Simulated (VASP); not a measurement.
Input for VASP

File KPOINTS:
```
Automatic
0
gamma
  3 3 3
0 0 0
```

**INCAR**
```
# general
SYSTEM  = NaSnBr3
PREC    = Accurate
ENCUT   = 300
LREAL   = .FALSE.
LASPH   = .TRUE.

# electronic loop
EDIFF   = 1E-6
NELM    = 100
ALGO    = Normal
LMAXMIX = 4

# smearing
ISMEAR  = 0
SIGMA   = 0.136

# functional
GGA     = PE

# ions
ISIF    = 2

# output
LWAVE   = .FALSE.
LCHARG  = .FALSE.
```

File POSCAR:
```
NaSnBr3
1
    5.3082600000     0.0000000000     0.0000000000
    0.0000000000     5.3082600000     0.0000000000
    0.0000000000     0.0000000000     5.3082600000
Na Sn Br
1 1 3
Direct
  0.0000000000   0.0000000000   0.0000000000
  0.5000000000   0.5000000000   0.5000000000
  0.0000000000   0.5000000000   0.5000000000
  0.5000000000   0.5000000000   0.0000000000
  0.5000000000   0.0000000000   0.5000000000
```

POTCAR, in this order: Na_pv Sn_d Br (PBE.64 set). Program: vasp_std.

Problem. Write an equivalent input for Ansatz.

Solution. One equivalent input (not run):
Ansatz 0.2 input:
```yaml
crystal:
  lattice:
    - [5.3082600, 0.0000000, 0.0000000]
    - [0.0000000, 5.3082600, 0.0000000]
    - [0.0000000, 0.0000000, 5.3082600]
  atoms:
    - { symbol: Na, position: [0.0000000, 0.0000000, 0.0000000] }
    - { symbol: Sn, position: [0.5000000, 0.5000000, 0.5000000] }
    - { symbol: Br, position: [0.0000000, 0.5000000, 0.5000000] }
    - { symbol: Br, position: [0.5000000, 0.5000000, 0.0000000] }
    - { symbol: Br, position: [0.5000000, 0.0000000, 0.5000000] }
kpoints:
  mp_grid: { grid: [3, 3, 3] }
hamiltonian:
  xc: pbe
  pseudopotentials: { kind: paw }
scf:
  occupations: { method: gaussian, width: 0.136 }
  max_iter: 100
output: { forces: true, stress: true, eigenvalues: true }
```
Limits of the translation: each code has its own PAW files, so the cut-off isn't converted (ENCUT is set for VASP's; basis.ecutwfc is left out, and Ansatz then takes the one that its files recommend); Ansatz stops its SCF on the density residual and VASP on the energy change (EDIFF).

The structure was generated: NaSnBr3 was put into an ordered model structure, which need not be its known phase. The cell was not relaxed at this level, and its volume differs by -5.9 % from the start's.
